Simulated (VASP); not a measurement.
Energy against volume of Rb (bcc). These are r2SCAN meta-GGA, VASP's PBE PAW potentials (set 64) (plane waves; VASP 6.6.1) values and carry that method's errors. Numerical set-up: 520 eV cut-off, 9×9×9 Γ-centred mesh, first-order Methfessel-Paxton smearing of 0.10 eV, potentials Rb_sv.

```tsv
V (Å³/atom)	E (eV/atom)
89.509	-13.91900
92.366	-13.92115
95.222	-13.92170
98.079	-13.92084
```

Task: Fit these four points and predict the energy of the run at 100.936 Å³/atom.

Result: A cubic in V^(−2/3), the third-order Birch-Murnaghan form, passes through the four points with V0 = 94.85 Å³/atom and B0 = 3 GPa, and gives -13.9187 eV/atom there. The run gave -13.9188 eV/atom, -0.0 meV/atom from the fit; all five points give B0 = 3 GPa.

The compound is Rb in the bcc structure. It was relaxed first, which changed the volume by +5 %.
